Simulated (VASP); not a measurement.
An input for Quantum ESPRESSO's pw.x (written as the equivalent of a VASP run, and not itself run):

```
&CONTROL
  calculation = 'vc-relax'
  pseudo_dir = './pseudo'
  outdir = './out'
  tprnfor = .true.
  tstress = .true.
  nstep = 30
  forc_conv_thr = 0.00039
/
&SYSTEM
  ibrav = 0
  nat = 6
  ntyp = 3
  ecutwfc = 96
  occupations = 'smearing'
  smearing = 'methfessel-paxton'
  degauss = 0.00735
  input_dft = 'pz'
  nspin = 2
  starting_magnetization(1) = 0.21
  starting_magnetization(2) = -0.21
/
&ELECTRONS
  conv_thr = 7.3e-09
  electron_maxstep = 100
/
&IONS
/
&CELL
  cell_dofree = 'shape'
/
ATOMIC_SPECIES
  Mn1 54.938 Mn.upf
  Mn2 54.938 Mn.upf
  O 15.999 O.upf
CELL_PARAMETERS angstrom
     4.4182753    0.0000000    0.0000000
     0.0000000    4.4182753    0.0000000
     0.0000000    0.0000000    2.8381107
ATOMIC_POSITIONS crystal
  Mn1  1.0000000  0.0000000  0.0000000
  Mn2  0.5000000  0.5000000  0.5000000
  O    0.3017824  0.3017824  1.0000000
  O    0.8017824  0.1982176  0.5000000
  O    0.1982176  0.8017824  0.5000000
  O    0.6982176  0.6982176  0.0000000
K_POINTS automatic
  7 7 11 0 0 0
```

**Question.** Translate this input to VASP (INCAR, KPOINTS, POSCAR, choice of POTCAR).

**Answer.** Several could match; the one computed here: 
### POSCAR
```
MnO2
1.0
  4.4182753412   0.0000000000   0.0000000000
  0.0000000000   4.4182753412   0.0000000000
  0.0000000000   0.0000000000   2.8381106911
Mn O
2 4
Cartesian
  4.4182753412   0.0000000000   0.0000000000
  2.2091376706   2.2091376706   1.4190553455
  1.3333575764   1.3333575764   2.8381106911
  3.5424952470   0.8757800942   1.4190553455
  0.8757800942   3.5424952470   1.4190553455
  3.0849177648   3.0849177648   0.0000000000
```

KPOINTS:
```
Automatic mesh
0
Gamma
7 7 11
0 0 0
```

**INCAR**
```
SYSTEM=MnO2
PREC=Accurate; ENCUT=520; LREAL=.FALSE.
LASPH=.TRUE.
EDIFF=1E-7; NELM=100; ALGO=Normal
LMAXMIX=4
ISMEAR=1; SIGMA=0.1
MAGMOM=2.1 -2.1 -0.0 2*0.0 -0.0
ISPIN=2
IBRION=2; NSW=30; ISIF=4
EDIFFG=-0.01
LWAVE=.FALSE.; LCHARG=.FALSE.; LORBIT=10
```

POTCAR, in this order: Mn_pv O (LDA.64 set). Program: vasp_std.

The two are equivalent in intent, not identical: the potentials are each code's own (VASP's PAW set, PseudoDojo norm-conserving files in pw.x), so ENCUT and ecutwfc are chosen apart and not converted; conv_thr bounds pw.x's estimated SCF error, while EDIFF bounds the energy change between steps; starting_magnetization is a fraction of the valence charge and MAGMOM a moment in μB, so they match only roughly; forc_conv_thr acts on force components and is met together with etot_conv_thr.

The compound is MnO2 in the rutile structure. This cell is one point of a volume scan, at 1.06 of the reference volume. Symmetry was kept, so distortions that lower it aren't found.
